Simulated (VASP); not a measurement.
Computed with PBE GGA, VASP's PBE PAW potentials (set 64) (plane waves; VASP 6.6.1).

VASP ran on this input.

KPOINTS:
```
Automatic mesh
0
Gamma
13 13 9
0 0 0
```

**POSCAR**
```
TiAl
1
    2.8256885961     0.0000000000     0.0000000000
    0.0000000000     2.8256885961     0.0000000000
    0.0000000000    -0.0000000000     4.0632712467
Ti Al
1 1
Direct
  0.0000000000   0.0000000000   0.0000000000
  0.5000000000   0.5000000000   0.5000000000
```

**INCAR**
```
NSW=40
ISIF=3   ! ions, shape and volume
NELM=100   ! most electronic steps
IBRION=2
PREC=Accurate
ISMEAR=1
LMAXMIX=4
EDIFF=1E-6
ALGO=Normal
EDIFFG=-0.02   ! ionic stop
GGA=PE   ! PBE
LASPH=.TRUE.   ! aspherical one-centre terms
LREAL=.FALSE.
SYSTEM=TiAl
LCHARG=.FALSE.
SIGMA=0.1   ! width (eV)
LWAVE=.FALSE.
ENCUT=500   ! plane-wave cut-off (eV)
```

POTCAR, in this order: Ti_sv Al (PBE.64 set). Program: vasp_std.

What will the output report for the number of irreducible k-points (NKPTS), largest plane-wave count, number of space-group operations, FFT grid (NGX, NGY, NGZ)?

| Property | Result |
|---|---|
| number of irreducible k-points (NKPTS) | 140 |
| largest plane-wave count | 846 |
| number of space-group operations | 16 |
| FFT grid (NGX, NGY, NGZ) | 24 × 24 × 30 |

The compound is TiAl in the L1_0 structure. It was relaxed first. The electron count is odd and the run is not spin-polarised, which forces a metal.
